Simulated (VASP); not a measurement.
OSZICAR of a VASP run on Fe (bcc):

### OSZICAR
```
       N       E                     dE             d eps       ncg     rms          rms(c)
DAV:   1     0.139350666632E+02    0.13935E+02   -0.39671E+03  5468   0.102E+03
DAV:   2    -0.899828573313E+01   -0.22933E+02   -0.21639E+02  5278   0.125E+02
DAV:   3    -0.927503092625E+01   -0.27675E+00   -0.27631E+00  5883   0.188E+01
DAV:   4    -0.927627818913E+01   -0.12473E-02   -0.12472E-02  5774   0.116E+00
DAV:   5    -0.927628979203E+01   -0.11603E-04   -0.11603E-04  5598   0.101E-01    0.115E+01
DAV:   6    -0.831565632349E+01    0.96063E+00   -0.12847E+01  5513   0.577E+01    0.535E+00
DAV:   7    -0.825159690172E+01    0.64059E-01   -0.75981E-01  5510   0.136E+01    0.323E+00
DAV:   8    -0.824524550964E+01    0.63514E-02   -0.76123E-03  6455   0.745E-01    0.147E+00
DAV:   9    -0.823839129384E+01    0.68542E-02   -0.76095E-03  6564   0.705E-01    0.362E-01
DAV:  10    -0.823831158480E+01    0.79709E-04   -0.40169E-04  5373   0.270E-01    0.108E-01
DAV:  11    -0.823834821185E+01   -0.36627E-04   -0.22759E-04  5627   0.195E-01    0.412E-02
DAV:  12    -0.823835137559E+01   -0.31637E-05   -0.71507E-06  5407   0.393E-02    0.157E-02
DAV:  13    -0.823835169573E+01   -0.32014E-06   -0.21120E-06  6378   0.150E-02    0.691E-03
DAV:  14    -0.823835146671E+01    0.22902E-06   -0.13806E-07  4937   0.509E-03    0.164E-03
DAV:  15    -0.823835135795E+01    0.10876E-06   -0.97193E-09  2643   0.128E-03    0.471E-04
DAV:  16    -0.823835136471E+01   -0.67585E-08   -0.12658E-09  2630   0.496E-04
   1 F= -.82383514E+01 E0= -.82383406E+01  d E =-.323937E-04  mag=     2.1628
```

### Question
Which electronic solver shows in the log?

### Answer
It is blocked Davidson (ALGO = Normal, or the opening steps of other solvers). The INCAR had ALGO = Normal.

### Question
How was spin treated?

### Answer
Collinear spin (ISPIN = 2): the summary line carries one mag value, 2.16 μB in the cell.

### Question
Can the final energy be trusted as converged?

### Answer
The run converged. It stopped with EDIFF = 1E-7, NELM = 100 (PBE GGA, plane waves, VASP's PBE PAW potentials (set 64)).

The compound is Fe in the bcc structure. This cell was strained or had an atom moved on purpose.
